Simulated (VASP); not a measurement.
A VASP calculation is set up with these files.

### INCAR
```
# general
SYSTEM =TiO2
PREC   =Accurate
ENCUT  =520   # plane-wave cut-off (eV)
LREAL  =.FALSE.   # projection in real space or not
LASPH  =.TRUE.   # aspherical one-centre terms

# electronic loop
EDIFF  =1E-6
NELM   =100
ALGO   =Normal   # blocked Davidson
LMAXMIX=4

# smearing
ISMEAR =0
SIGMA  =0.05

# functional
GGA    =PE   # PBE
IVDW   =12   # D3, Becke-Johnson

# ions
IBRION =2   # conjugate gradients
NSW    =60   # most ionic steps
ISIF   =3   # ions, shape and volume
EDIFFG =-0.02   # ionic stop

# output
LWAVE  =.FALSE.
LCHARG =.FALSE.
```

**KPOINTS**
```
Automatic mesh
0
Gamma
7 7 7
0 0 0
```

File POSCAR:
```
TiO2
1
   -1.8978241049     1.8978241049     4.7802774078
    1.8978241049    -1.8978241049     4.7802774078
    1.8978241049     1.8978241049    -4.7802774078
Ti O
2 4
Direct
  0.7500000000   0.2500000000   0.5000000000
  0.0000000000   0.0000000000   0.0000000000
  0.5416814310   0.0416814310   0.5000000000
  0.7916814310   0.7916814310   0.0000000000
  0.2083185690   0.2083185690   0.0000000000
  0.9583185690   0.4583185690   0.5000000000
```

POTCAR, in this order: Ti_sv O (PBE.64 set). Program: vasp_std.

Problem. Write an equivalent input for Quantum ESPRESSO's pw.x.

Solution. One equivalent input (not run):
```
&CONTROL
  calculation = 'vc-relax'
  pseudo_dir = './pseudo'
  outdir = './out'
  tprnfor = .true.
  tstress = .true.
  nstep = 60
  forc_conv_thr = 0.00078
/
&SYSTEM
  ibrav = 0
  nat = 6
  ntyp = 2
  ecutwfc = 84
  occupations = 'smearing'
  smearing = 'gaussian'
  degauss = 0.003675
  input_dft = 'pbe'
  vdw_corr = 'grimme-d3'
  dftd3_version = 4
  dftd3_threebody = .false.
/
&ELECTRONS
  conv_thr = 7.3e-08
  electron_maxstep = 100
/
&IONS
/
&CELL
/
ATOMIC_SPECIES
  Ti 47.867 Ti.upf
  O 15.999 O.upf
CELL_PARAMETERS angstrom
    -1.8978241    1.8978241    4.7802774
     1.8978241   -1.8978241    4.7802774
     1.8978241    1.8978241   -4.7802774
ATOMIC_POSITIONS crystal
  Ti   0.7500000  0.2500000  0.5000000
  Ti   0.0000000  0.0000000  0.0000000
  O    0.5416814  0.0416814  0.5000000
  O    0.7916814  0.7916814  0.0000000
  O    0.2083186  0.2083186  0.0000000
  O    0.9583186  0.4583186  0.5000000
K_POINTS automatic
  7 7 7 0 0 0
```
Limits of the translation: the potentials are each code's own (VASP's PAW set, PseudoDojo norm-conserving files in pw.x), so ENCUT and ecutwfc are chosen apart and not converted; conv_thr bounds pw.x's estimated SCF error, while EDIFF bounds the energy change between steps; forc_conv_thr acts on force components and is met together with etot_conv_thr.

The compound is TiO2 in the anatase structure, one of several forms; rutile is the usual stable one. It was relaxed first. The start is the result of an earlier pass.
